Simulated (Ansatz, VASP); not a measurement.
**One calculation of La2Zr2O, two programs**

INCAR

```
PREC = Accurate ; ENCUT = 520
EDIFF = 1E-7 ; ISMEAR = 0
SIGMA = 0.1 ; LREAL = F
LASPH = T ; NELM = 100
ALGO = Normal ; ISIF = 2
LWAVE = F ; LCHARG = F
GGA = PE ; NBANDS = 34
```

The input KPOINTS:

```
regular mesh
0
Gamma
  6 6 4
```

POSCAR

```
La2Zr2O
1.0
    3.7737597200      0.0000000000      0.0000000000
   -1.8868798600      3.2681717900      0.0000000000
    0.0000000000      0.0000000000      5.4707806600
La Zr O
2 2 1
Direct
    0.3333333300      0.6666666700      0.5000000000
    0.6666666700      0.3333333300      0.5000000000
    0.0000000000      0.0000000000      0.6419954200
    0.0000000000      0.0000000000      0.3580045800
    0.0000000000      0.0000000000      0.0000000000
```

Input for Ansatz:

```yaml
crystal:
  lattice:
    - [3.77375972, 0.0, 0.0]
    - [-1.88687986, 3.26817179, 0.0]
    - [0.0, 0.0, 5.47078066]
  atoms:
    - { symbol: La, position: [0.33333333, 0.66666667, 0.5] }
    - { symbol: La, position: [0.66666667, 0.33333333, 0.5] }
    - { symbol: Zr, position: [0.0, 0.0, 0.64199542] }
    - { symbol: Zr, position: [0.0, 0.0, 0.35800458] }
    - { symbol: O, position: [0.0, 0.0, 0.0] }
basis:
  ecutwfc: 420
kpoints:
  mp_grid: { grid: [6, 6, 4] }
hamiltonian:
  xc: pbe
scf:
  occupations: { method: gaussian, width: 0.1 }
  lower_state_search: "off"
output:
  forces: true
  stress: true
  eigenvalues: true
```

Alike in both runs: task single point; functional PBE; k mesh 6 × 6 × 4; occupations gaussian, width 0.1 eV; no spin polarisation.

|  | VASP | Ansatz |
| --- | --- | --- |
| version | VASP 6.6.1 | Ansatz 0.2.0 |
| potentials or method | VASP PAW PBE potentials, release 64 (La, Zr_sv, O) | scalar-relativistic, plane waves, PAW |
| plane-wave cutoff (eV) | 520 | 420 |
| valence electrons in the cell | 52 | 52 |

Ansatz gave:

- gap on the k mesh at the Fermi level (eV): none
- rms of the force components (eV/Å): 38.596

Estimate VASP's values.

gap on the k mesh at the Fermi level (eV): none; rms of the force components (eV/Å): 39.941.

Atom by atom the forces differ by 1.345 eV/Å (rms over components). A gap of «none» marks a metal or a gap that the smearing closes. The functional is the same, so the differences come from potentials, cutoffs and numerics.

Caveats: forces of over 1 eV/Å show positions far from the minimum, so gaps and moduli don't describe the material at rest. The runs have no spin-orbit coupling, so splittings on La are missing.
